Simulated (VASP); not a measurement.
Input:

```
W
1.0
    0.00000     2.01109     2.01109
    2.01109     0.00000     2.01109
    2.01109     2.01109     0.00000
W
1
Cartesian
  0.00000   0.00000   0.00000
```

These are r2SCAN meta-GGA with spin-orbit coupling, VASP's PBE PAW potentials (set 64) (plane waves; VASP 6.6.1) values and carry that method's errors. Numerical set-up: 400 eV cut-off, 14×14×14 Γ-centred mesh, Gaussian smearing of 0.050 eV, potentials W_sv.

Question: Give the energies of bands 9 to 20 at the high-symmetry points, in eV from the Fermi level.

Answer: 
| band | Γ | X | U | L | W |
|---|---|---|---|---|---|
| 9 | -9.56 | -5.83 | -4.64 | -5.99 | -4.00 |
| 10 | -9.56 | -5.83 | -4.64 | -5.99 | -4.00 |
| 11 | -0.84 | -4.89 | -3.57 | -1.08 | -2.35 |
| 12 | -0.84 | -4.89 | -3.57 | -1.08 | -2.35 |
| 13 | -0.84 | 3.01 | -0.28 | -0.54 | -2.16 |
| 14 | -0.84 | 3.01 | -0.28 | -0.54 | -2.16 |
| 15 | -0.33 | 5.22 | 2.83 | 0.50 | 1.44 |
| 16 | -0.33 | 5.22 | 2.83 | 0.50 | 1.44 |
| 17 | 2.84 | 5.72 | 4.84 | 5.08 | 5.99 |
| 18 | 2.84 | 5.72 | 4.84 | 5.08 | 5.99 |
| 19 | 2.84 | 6.36 | 8.18 | 5.49 | 10.81 |
| 20 | 2.84 | 6.36 | 8.18 | 5.49 | 10.81 |

It has no gap at this level: it comes out as a metal or semimetal.

The structure comes from a measured W entry (Fm-3m) of the Crystallography Open Database, whose conditions weren't checked. It was relaxed first.
